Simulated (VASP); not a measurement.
Calculation: PBE GGA, VASP's PBE PAW potentials (set 64) (plane waves; VASP 6.6.1).

VASP ran on this input.

**KPOINTS**
```
Automatic mesh
0
Gamma
10 10 10
0 0 0
```

File POSCAR:
```
CoSi2
1.0
  0.0000000000   2.6786970382   2.6786970382
  2.6786970382   0.0000000000   2.6786970382
  2.6786970382   2.6786970382   0.0000000000
Co Si
1 2
direct
  0.0000000000   0.0000000000   0.0000000000
  0.2500000000   0.2500000000   0.2500000000
  0.7500000000   0.7500000000   0.7500000000
```

INCAR:
```
# general
SYSTEM  = CoSi2
PREC    = Accurate
ENCUT   = 500   # plane-wave cut-off (eV)
LREAL   = .FALSE.
LASPH   = .TRUE.   # aspherical one-centre terms

# electronic loop
EDIFF   = 1E-6
NELM    = 100
ALGO    = Normal   # blocked Davidson
LMAXMIX = 4   # l cut-off of mixed one-centre charges

# smearing
ISMEAR  = 1   # Methfessel-Paxton
SIGMA   = 0.1   # width (eV)

# functional
GGA     = PE   # PBE

# ions
IBRION  = 2   # conjugate gradients
NSW     = 40
ISIF    = 3   # ions, shape and volume
EDIFFG  = -0.02
PSTRESS = 50   # kbar

# output
LWAVE   = .FALSE.
LCHARG  = .FALSE.
```

POTCAR, in this order: Co Si (PBE.64 set). Program: vasp_std.

What will the output report for the number of irreducible k-points (NKPTS), largest plane-wave count, number of space-group operations, FFT grid (NGX, NGY, NGZ)?

| Property | Value |
|---|---|
| number of irreducible k-points (NKPTS) | 47 |
| largest plane-wave count | 990 |
| number of space-group operations | 48 |
| FFT grid (NGX, NGY, NGZ) | 28 × 28 × 28 |

The compound is CoSi2 in the fluorite structure. This run relaxes it under an external pressure of 5 GPa. Symmetry was kept, so distortions that lower it aren't found. The run is not spin-polarised, so no magnetic state was tried. The electron count is odd and the run is not spin-polarised, which forces a metal.
